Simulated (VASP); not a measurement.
All values below come from LDA (Ceperley-Alder, Perdew-Zunger), VASP's LDA PAW potentials (set 64) (plane waves; VASP).

The input files of a VASP run:

**KPOINTS**
```
Automatic mesh
0
Gamma
12 12 7
0 0 0
```

### POSCAR
```
Hf
1
    1.5615160733    -2.7046251401    -0.0000000000
    1.5615160733     2.7046251401    -0.0000000000
   -0.0000000000     0.0000000000     4.9380385733
Hf
2
Direct
  0.3333330000   0.6666670000   0.2500000000
  0.6666670000   0.3333330000   0.7500000000
```

### INCAR
```
SYSTEM = Hf
PREC = Accurate
ENCUT = 520
EDIFF = 1E-6
NELM = 100
ALGO = Normal
LREAL = .FALSE.
LASPH = .TRUE.
ISMEAR = 1
SIGMA = 0.1
LMAXMIX = 6
LWAVE = .FALSE.
LCHARG = .FALSE.
IBRION = 2
ISIF = 3
NSW = 60
EDIFFG = -0.01
```

POTCAR, in this order: Hf_pv (LDA.64 set). Program: vasp_std.

The run wrote:

OUTCAR:
```
 ion  position               nearest neighbor table
   1  0.333  0.667  0.250-   2 3.06   2 3.06   2 3.06   2 3.06   2 3.06   2 3.06
   2  0.667  0.333  0.750-   1 3.06   1 3.06   1 3.06   1 3.06   1 3.06   1 3.06
  LATTYP: Found a hexagonal cell.
 ALAT       =     3.1230321157
 C/A-ratio  =     1.5811680413
 Subroutine PRICEL returns:
 Original cell was already a primitive cell.
 Subroutine GETGRP returns: Found 24 space group operations
The static configuration has the point symmetry D_3d.
 The point group associated with its full space group is D_6h.
The dynamic configuration has the point symmetry D_3d.
 Subroutine INISYM returns: Found 24 space group operations
 Subroutine IBZKPT returns following result:
 Found     76 irreducible k-points:

 Following reciprocal coordinates:
            Coordinates               Weight
  0.000000  0.000000  0.000000      1.000000
  0.083333 -0.000000  0.000000      6.000000
  0.166667  0.000000  0.000000      6.000000
  0.250000 -0.000000  0.000000      6.000000
  0.333333  0.000000  0.000000      6.000000
  0.416667  0.000000  0.000000      6.000000
  0.500000 -0.000000  0.000000      3.000000
  0.083333  0.083333  0.000000      6.000000
  0.166667  0.083333  0.000000     12.000000
  0.250000  0.083333  0.000000     12.000000
  0.333333  0.083333  0.000000     12.000000
  0.416667  0.083333  0.000000     12.000000
  0.166667  0.166667  0.000000      6.000000
  0.250000  0.166667  0.000000     12.000000
  0.333333  0.166667  0.000000     12.000000
  0.416667  0.166667  0.000000      6.000000
  0.250000  0.250000  0.000000      6.000000
  0.333333  0.250000  0.000000     12.000000
  0.333333  0.333333  0.000000      2.000000
  0.000000  0.000000  0.142857      2.000000
  0.083333 -0.000000  0.142857     12.000000
  0.166667  0.000000  0.142857     12.000000
...
```

OSZICAR:
```
       N       E                     dE             d eps       ncg     rms          rms(c)
DAV:   1     0.478870899404E+02    0.47887E+02   -0.11807E+04  2136   0.137E+03
DAV:   2    -0.201655956493E+02   -0.68053E+02   -0.66895E+02  2668   0.275E+02
DAV:   3    -0.220774450711E+02   -0.19118E+01   -0.18642E+01  2832   0.303E+01
DAV:   4    -0.220933829690E+02   -0.15938E-01   -0.15929E-01  2442   0.336E+00
DAV:   5    -0.220935985310E+02   -0.21556E-03   -0.21555E-03  2818   0.320E-01    0.685E+01
DAV:   6    -0.215791834386E+02    0.51442E+00   -0.44956E-01  2254   0.505E+00    0.403E+01
DAV:   7    -0.213949415047E+02    0.18424E+00   -0.71259E-01  2308   0.611E+00    0.200E+00
DAV:   8    -0.213867826407E+02    0.81589E-02   -0.45105E-02  2368   0.167E+00    0.390E-01
DAV:   9    -0.213868664213E+02   -0.83781E-04   -0.10106E-03  2950   0.248E-01    0.203E-01
DAV:  10    -0.213868643752E+02    0.20461E-05   -0.37525E-05  2424   0.513E-02    0.238E-01
DAV:  11    -0.213868607222E+02    0.36530E-05   -0.42653E-06  2578   0.150E-02    0.204E-02
DAV:  12    -0.213868606957E+02    0.26424E-07   -0.50212E-07  1550   0.607E-03
   1 F= -.21386861E+02 E0= -.21386365E+02  d E =-.213869E+02
```

**OUTCAR**
```
------------------------ aborting loop because EDIFF is reached ----------------------------------------
  FORCE on cell =-STRESS in cart. coord.  units (eV):
  Direction    XX          YY          ZZ          XY          YZ          ZX
  --------------------------------------------------------------------------------------
  Total       -0.0048602     -0.0048602      0.0163897      0.0000000     -0.0000000      0.0000000
  in kB       -0.1866942     -0.1866942      0.6295712      0.0000000     -0.0000000      0.0000000
  external PRESSURE =       0.0853943 kB  Pullay stress =       0.0000000 kB
  volume of cell :       41.71
      direct lattice vectors                 reciprocal lattice vectors
     1.561516073 -2.704625140  0.000000000     0.320201635 -0.184868503  0.000000000
     1.561516073  2.704625140  0.000000000     0.320201635  0.184868503  0.000000000
     0.000000000  0.000000000  4.938038573     0.000000000  0.000000000  0.202509556
 POSITION                                       TOTAL-FORCE (eV/Angst)
 -----------------------------------------------------------------------------------
      1.56152      0.90154      1.23451        -0.000000      0.000000      0.000000
      1.56152     -0.90154      3.70353         0.000000     -0.000000      0.000000
 -----------------------------------------------------------------------------------
    total drift:                               -0.000000      0.000177     -0.000015
  FREE ENERGIE OF THE ION-ELECTRON SYSTEM (eV)
  ---------------------------------------------------
  free  energy   TOTEN  =       -21.3868606957 eV

  energy  without entropy=      -21.3853734666  energy(sigma->0) =      -21.38636495

 reached required accuracy - stopping structural energy minimisation
```
(Selected blocks of OUTCAR.)

The compound is Hf in the hcp structure. It was relaxed first, which changed the volume by -6 %. The start is the result of an earlier pass.
